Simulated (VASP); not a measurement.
An input for Ansatz (written as the equivalent of a VASP run, and not itself run):

Ansatz 0.2 input:
```yaml
crystal:
  lattice:
    - [3.5203345, 0.0000000, 0.0000000]
    - [0.0000000, 3.5203345, 0.0000000]
    - [0.0000000, 0.0000000, 3.5203345]
  atoms:
    - { symbol: Al, position: [0.0000000, 0.0000000, 0.0000000] }
    - { symbol: Ni, position: [0.0000000, 0.5000000, 0.5000000], spin: 0.5 }
    - { symbol: Ni, position: [0.5000000, 0.0000000, 0.5000000], spin: 0.5 }
    - { symbol: Ni, position: [0.5000000, 0.5000000, 0.0000000], spin: 0.5 }
kpoints:
  mp_grid: { grid: [8, 8, 8] }
hamiltonian:
  xc: r2scan
  pseudopotentials: { kind: paw }
magnetization: { spin_polarized: true }
scf:
  occupations: { method: methfessel_paxton, width: 0.1 }
  max_iter: 100
relax:
  max_steps: 60
  f_tol: 0.02
  cell: {}
output: { forces: true, stress: true, eigenvalues: true }
```

Task: Translate this input to VASP (INCAR, KPOINTS, POSCAR, choice of POTCAR).

Result: One answer among several that fit: 
**KPOINTS**
```
Automatic mesh
0
Gamma
8 8 8
0 0 0
```

### INCAR
```
SYSTEM = Ni3Al
PREC = Accurate
ENCUT = 480
EDIFF = 1E-6
NELM = 100
ALGO = Normal
LREAL = .FALSE.
LASPH = .TRUE.
ISMEAR = 1
SIGMA = 0.1
METAGGA = R2SCAN
LMIXTAU = .TRUE.
LMAXMIX = 4
ISPIN = 2
MAGMOM = 0.0 0.5 0.5 0.5
LORBIT = 10
LWAVE = .FALSE.
LCHARG = .FALSE.
IBRION = 2
ISIF = 3
NSW = 60
EDIFFG = -0.02
```

### POSCAR
```
Ni3Al
1
    3.5203344753     0.0000000000     0.0000000000
   -0.0000000000     3.5203344753     0.0000000000
   -0.0000000000    -0.0000000000     3.5203344753
Al Ni
1 3
Direct
  0.0000000000   0.0000000000   0.0000000000
  0.0000000000   0.5000000000   0.5000000000
  0.5000000000   0.0000000000   0.5000000000
  0.5000000000   0.5000000000   0.0000000000
```

POTCAR, in this order: Al Ni (PBE.64 set). Program: vasp_std.

The two are equivalent in intent, not identical: each code has its own PAW files, so the cut-off isn't converted (ENCUT is set for VASP's; basis.ecutwfc is left out, and Ansatz then takes the one that its files recommend); Ansatz stops its SCF on the density residual and VASP on the energy change (EDIFF).

The compound is Ni3Al in the L1_2 structure. This run relaxes it. Symmetry was kept, so distortions that lower it aren't found. The start is the result of an earlier pass.
